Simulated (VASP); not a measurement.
These are PBE GGA, VASP's PBE PAW potentials (set 64) (plane waves; VASP) values and carry that method's errors.

A VASP calculation is set up with these files.

**POSCAR**
```
AuAl2
1.0
  0.0000000000   2.9853400215   2.9853400215
  2.9853400215   0.0000000000   2.9853400215
  2.9853400215   2.9853400215   0.0000000000
Al Au
2 1
Cart
  1.4926700107   1.4926700107   1.4926700107
  4.4780100322   4.4780100322   4.4780100322
  0.0000000000   0.0000000000   0.0000000000
```

KPOINTS:
```
Automatic mesh
0
G
  9 9 9
```

INCAR:
```
SYSTEM=AuAl2
PREC=Accurate; ENCUT=500; LREAL=.False.
LASPH=.True.
EDIFF=1E-6; NELM=100; ALGO=Normal
LMAXMIX=6
ISMEAR=1; SIGMA=0.1
GGA=PE
IBRION=2; NSW=40; ISIF=3
EDIFFG=-0.02; PSTRESS=50
LWAVE=.False.; LCHARG=.False.
```

POTCAR, in this order: Al Au (PBE.64 set). Program: vasp_std.

Task: What will the output report for the number of irreducible k-points (NKPTS), largest plane-wave count, number of space-group operations, FFT grid (NGX, NGY, NGZ)?

Result: 
```json
{
 "number of irreducible k-points (NKPTS)": "35",
 "largest_plane_wave_count": "1363",
 "number_of_space_group_operations": "48",
 "FFT grid (NGX, NGY, NGZ)": "32 × 32 × 32"
}
```

The compound is AuAl2 in the fluorite structure. It was relaxed first under an external pressure of 5 GPa. The electron count is odd and the run is not spin-polarised, which forces a metal.
